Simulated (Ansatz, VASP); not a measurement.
Al3VN4 in VASP and in Ansatz

```
Al V N
1.0
     3.30238    0.00000    0.00000
     0.00000    3.30238    0.00000
     0.00000    0.00000    9.34054
Al V N
3 1 4
Direct
  0.00000 0.00000 0.75000
  0.50000 0.50000 0.00000
  0.00000 0.00000 0.25000
  0.50000 0.50000 0.50000
  0.00000 0.00000 0.00000
  0.50000 0.50000 0.25000
  0.00000 0.00000 0.50000
  0.50000 0.50000 0.75000
```

Alike in both runs: task single point; functional PBE; k mesh 6 × 6 × 2; occupations gaussian, width 0.1 eV; collinear spin.

|  | VASP | Ansatz |
| --- | --- | --- |
| version | VASP 6.6.1 | Ansatz 0.2.0 |
| potentials or method | VASP PAW PBE potentials, release 64 (Al, V_sv, N) | scalar-relativistic, plane waves, PAW |
| plane-wave cutoff (eV) | 520 | 420 |
| valence electrons in the cell | 42 | 42 |

|  | VASP | Ansatz | Ansatz less VASP |
| --- | --- | --- | --- |
| gap on the k mesh at the Fermi level (eV) | none | none | - |
| rms of the force components (eV/Å) | 0.102 | 0.099 | -0.0028 |
| net moment per atom (μB) | 0.24 | 0.24 | 0.000 |
| size of the moment on the site where the two differ most (μB) | 1.81 | 1.64 | -0.165 |

Site moments also hang on the region over which each program counts them. Atom by atom the forces differ by 0.003 eV/Å (rms over components). A gap of «none» marks a metal or a gap that the smearing closes. The functional is the same, so the differences come from potentials, cutoffs and numerics.
